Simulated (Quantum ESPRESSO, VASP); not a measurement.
A VASP calculation is set up with these files.

### POSCAR
```
Ba
4.467080
  0.4827507007  -0.8757577657   0.0000000000
  0.4827507007   0.8757577657   0.0000000000
  0.0000000000   0.0000000000   1.6272974740
Ba
2
Cart
  0.4827507007  -0.2620267235   1.2204731055
  0.4827507007   0.2620267235   0.4068243685
```

**KPOINTS**
```
K-points
0
gamma
  4 4 2
```

**INCAR**
```
SYSTEM = Ba
PREC = Accurate; ENCUT = 300; LREAL = .False.
LASPH = .True.
EDIFF = 1E-6; NELM = 100; ALGO = Normal
LMAXMIX = 4
ISMEAR = 0; SIGMA = 0.272
GGA = PS
ISIF = 2
LWAVE = .False.; LCHARG = .False.
```

POTCAR, in this order: Ba_sv (PBE.64 set). Program: vasp_std.

Task: Write an input for Quantum ESPRESSO that does the same calculation.

Result: One input that does it (PBEsol, PseudoDojo standard norm-conserving (PBESOL) pseudopotentials):
```
&CONTROL
   calculation = 'scf'
   prefix = 'pwscf'
   outdir = './tmp'
   pseudo_dir = './'
   tprnfor = .true.
   tstress = .true.
/
&SYSTEM
   ibrav = 9
   A = 4.3129720000
   B = 7.8241600000
   C = 7.2692680000
   nat = 2
   ntyp = 1
   ecutwfc = 60
   occupations = 'smearing'
   smearing = 'gauss'
   degauss = 0.019992
/
&ELECTRONS
   conv_thr = 1.0d-10
/
ATOMIC_SPECIES
Ba   137.3270  Ba.upf
ATOMIC_POSITIONS {crystal}
Ba   -0.6496000000    0.3504000000   -0.7500000000
Ba   -0.3504000000    0.6496000000   -0.2500000000
K_POINTS {automatic}
4 4 2  0 0 0
```
Both are inputs of real runs that ended normally. What can't carry over is the choice of potentials or basis and its cut-off, and each code's defaults.

The structure comes from a computed database's Ba entry (Cmcm); how it stands against other phases isn't given here. The cell was not relaxed at this level, and it may have been scaled.
